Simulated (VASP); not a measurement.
Output of a VASP run:

OSZICAR:
```
       N       E                     dE             d eps       ncg     rms          rms(c)
DAV:   1     0.126333088465E+03    0.12633E+03   -0.11811E+04  1728   0.197E+03
DAV:   2    -0.114020517701E+01   -0.12747E+03   -0.12342E+03  1792   0.346E+02
DAV:   3    -0.516858547775E+01   -0.40284E+01   -0.40153E+01  1995   0.696E+01
DAV:   4    -0.519423550297E+01   -0.25650E-01   -0.25648E-01  1953   0.490E+00
DAV:   5    -0.519451679662E+01   -0.28129E-03   -0.28129E-03  2037   0.526E-01    0.849E+00
DAV:   6    -0.476915186572E+01    0.42536E+00   -0.14648E+00  1736   0.144E+01    0.538E+00
DAV:   7    -0.474324916478E+01    0.25903E-01   -0.36045E-02  2225   0.430E+00    0.285E+00
DAV:   8    -0.473501043078E+01    0.82387E-02   -0.99927E-03  1885   0.119E+00    0.143E-01
DAV:   9    -0.473503315517E+01   -0.22724E-04   -0.36902E-04  1928   0.254E-01    0.736E-02
DAV:  10    -0.473504539484E+01   -0.12240E-04   -0.43196E-05  2141   0.118E-01    0.178E-02
DAV:  11    -0.473504560387E+01   -0.20903E-06   -0.10422E-05  1855   0.803E-02    0.379E-03
DAV:  12    -0.473504554802E+01    0.55852E-07   -0.20955E-07   945   0.120E-02
   1 F= -.59614563E+01 E0= -.59613309E+01  d E =-.596146E+01
       N       E                     dE             d eps       ncg     rms          rms(c)
DAV:   1    -0.486808403462E+01   -0.13304E+00   -0.18168E+00  1701   0.254E+01    0.232E+00
DAV:   2    -0.475660557353E+01    0.11148E+00   -0.36333E-01  1932   0.127E+01    0.848E-01
DAV:   3    -0.474960679888E+01    0.69988E-02   -0.13601E-02  1803   0.126E+00    0.564E-01
DAV:   4    -0.474732696523E+01    0.22798E-02   -0.17369E-03  2532   0.107E+00    0.118E-01
DAV:   5    -0.474712837396E+01    0.19859E-03   -0.39119E-04  1807   0.253E-01    0.185E-02
DAV:   6    -0.474713027512E+01   -0.19012E-05   -0.17606E-05  1792   0.422E-02    0.823E-03
DAV:   7    -0.474713169533E+01   -0.14202E-05   -0.12606E-06  1073   0.563E-02    0.174E-03
DAV:   8    -0.474713178083E+01   -0.85509E-07   -0.10975E-06   917   0.191E-02
   2 F= -.59628269E+01 E0= -.59627158E+01  d E =-.137064E-02
       N       E                     dE             d eps       ncg     rms          rms(c)
DAV:   1    -0.475855616708E+01   -0.11424E-01   -0.21206E-01  1708   0.844E+00    0.796E-01
DAV:   2    -0.474524710783E+01    0.13309E-01   -0.45193E-02  1939   0.491E+00    0.273E-01
DAV:   3    -0.474447843204E+01    0.76868E-03   -0.16628E-03  1694   0.437E-01    0.181E-01
DAV:   4    -0.474424623956E+01    0.23219E-03   -0.13976E-04  2512   0.369E-01    0.651E-02
DAV:   5    -0.474420191176E+01    0.44328E-04   -0.46719E-05  2053   0.884E-02    0.681E-03
DAV:   6    -0.474420165578E+01    0.25598E-06   -0.42409E-06  1635   0.289E-02
   3 F= -.59633586E+01 E0= -.59632414E+01  d E =-.190230E-02
```

OUTCAR:
```
------------------------ aborting loop because EDIFF is reached ----------------------------------------
 Edisp (eV)   -1.21916
  FORCE on cell =-STRESS in cart. coord.  units (eV):
  Direction    XX          YY          ZZ          XY          YZ          ZX
  --------------------------------------------------------------------------------------
  Total      -0.00794    -0.00794    -0.00794    -0.00000     0.00000    -0.00000
  in kB      -0.40176    -0.40176    -0.40176    -0.00000     0.00000    -0.00000
  external pressure =       -0.40 kB  Pullay stress =        0.00 kB
  volume of cell :       31.68
      direct lattice vectors                 reciprocal lattice vectors
     3.164043886  0.000000000 -0.000000000     0.316051242  0.000000000  0.000000000
    -0.000000000  3.164043886  0.000000000    -0.000000000  0.316051242 -0.000000000
    -0.000000000  0.000000000  3.164043886     0.000000000 -0.000000000  0.316051242
 POSITION                                       TOTAL-FORCE (eV/Angst)
 -----------------------------------------------------------------------------------
      1.58202      1.58202      1.58202        -0.000000      0.000000      0.000000
      0.00000      0.00000      0.00000         0.000000     -0.000000      0.000000
 -----------------------------------------------------------------------------------
    total drift:                                0.000000      0.000000     -0.000000
  FREE ENERGIE OF THE ION-ELECTRON SYSTEM (eV)
  ---------------------------------------------------
  free  energy   TOTEN  =        -5.9633586032 eV

  energy  without entropy=       -5.9630069380  energy(sigma->0) =       -5.96324138

 reached required accuracy - stopping structural energy minimisation
```
(Selected blocks of OUTCAR.)

### POSCAR
```
AuZn
1
    3.1500000000     0.0000000000     0.0000000000
    0.0000000000     3.1500000000     0.0000000000
    0.0000000000     0.0000000000     3.1500000000
Zn Au
1 1
Direct
  0.5000000000   0.5000000000   0.5000000000
  0.0000000000   0.0000000000   0.0000000000
```

Q: Reconstruct the remaining input files.

A: This is not unique; one that fits is the input of the run itself, PBE GGA with D3 dispersion (zero damping), plane waves, VASP's PBE PAW potentials (set 64).

### INCAR
```
PREC  =  Accurate
IVDW  =  11
LMAXMIX  =  6   # l cut-off of mixed one-centre charges
SIGMA  =  0.1   # width (eV)
NSW  =  60
LWAVE  =  .FALSE.
LREAL  =  .FALSE.   # projection in real space or not
ISMEAR  =  1   # Methfessel-Paxton
IBRION  =  2   # conjugate gradients
ENCUT  =  520
GGA  =  PE
ISIF  =  3
EDIFF  =  1E-6   # SCF stop (eV)
ALGO  =  Normal   # blocked Davidson
SYSTEM  =  AuZn
LASPH  =  .TRUE.
NELM  =  100   # most electronic steps
LCHARG  =  .FALSE.
EDIFFG  =  -0.01   # ionic stop
```

### KPOINTS
```
Automatic mesh
0
Gamma
10 10 10
0 0 0
```

POTCAR, in this order: Zn Au (PBE.64 set). Program: vasp_std.

The compound is AuZn in the CsCl type structure. This run relaxes it. Symmetry was kept, so distortions that lower it aren't found. The electron count is odd and the run is not spin-polarised, which forces a metal.
